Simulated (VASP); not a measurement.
Crystal: Nb3B5.

```xyz
8
Lattice="5.3013 0.0000 0.0000 -2.6507 4.5911 0.0000 0.0000 0.0000 3.5537" Properties=species:S:1:pos:R:3 pbc="T T T"
Nb    2.6507    0.0000    0.0000
Nb   -1.3253    2.2955    0.0000
Nb    1.3253    2.2955    0.0000
B     2.6507    0.0000    1.7769
B    -1.3253    2.2955    1.7769
B     1.3253    2.2955    1.7769
B     0.0000    0.0000    1.0759
B     0.0000    0.0000    2.4779
```

The cell was built by a generator and needn't be a form met in nature.

- Program: VASP 6.6.1
- Task: relaxation of cell and atoms
- Functional: PBE
- Potentials or basis: VASP PAW PBE potentials, release 64 (Nb_sv, B)
- Cutoff: 520 eV
- k mesh: 4 × 4 × 5
- Occupations: gaussian, width 0.15 eV
- Spin: no spin polarisation

At the start: pressure 58.3 GPa; volume 10.81 Å³/atom.

Problem. Where does the relaxation end?

Solution. Over 17 steps the energy falls by 1456.1 meV/atom and the volume is 12.94 Å³/atom (+19.7 %); space group P6/mmm (No. 191, to 0.05 Å).

Step by step:
| step | energy change (eV) | largest force (eV/Å) | pressure (GPa) | volume (Å³) |
| --- | --- | --- | --- | --- |
| 1 | 0.0000 | 11.3566 | 58.35 | 86.49 |
| 2 | 46.9737 | 0.9477 | 5.77 | 137.53 |
| 3 | -1.3096 | 0.6187 | -11.92 | 139.17 |
| 4 | -7.3836 | 4.2485 | -8.43 | 119.87 |
| 5 | -7.7224 | 4.2974 | -8.10 | 120.53 |
| 6 | -7.8112 | 3.0121 | -13.07 | 125.55 |
| 7 | -8.5660 | 3.7191 | -2.80 | 112.94 |
| 8 | -8.6136 | 3.9385 | 1.34 | 109.47 |
| 9 | -9.5649 | 1.8732 | 0.43 | 106.80 |
| 10 | -11.3490 | 0.4057 | 6.92 | 98.29 |
| 11 | -11.3845 | 0.5542 | 10.28 | 96.18 |
| 12 | -11.4005 | 0.5046 | 8.69 | 97.06 |
| 13 | -11.6292 | 0.4116 | 1.57 | 101.72 |
| 14 | -11.6356 | 0.3908 | 0.49 | 102.64 |
| 15 | -11.6356 | 0.3897 | 0.37 | 102.75 |
| 16 | -11.6441 | 0.2476 | 0.08 | 103.05 |
| 17 | -11.6487 | 0.0134 | -0.25 | 103.50 |

Final structure:
```
Nb B
1.0
     5.15239    0.00000    0.00000
    -2.57620    4.46210    0.00000
     0.00000    0.00000    4.50181
Nb B
3 5
Direct
  0.50000 0.00000 0.00000
  0.00000 0.50000 0.00000
  0.50000 0.50000 0.00000
  0.50000 0.00000 0.50000
  0.00000 0.50000 0.50000
  0.50000 0.50000 0.50000
  0.00000 0.00000 0.18690
  0.00000 0.00000 0.81310
```

Caveat: the volume moved by over 15 % at a fixed basis, so the end points are rough.
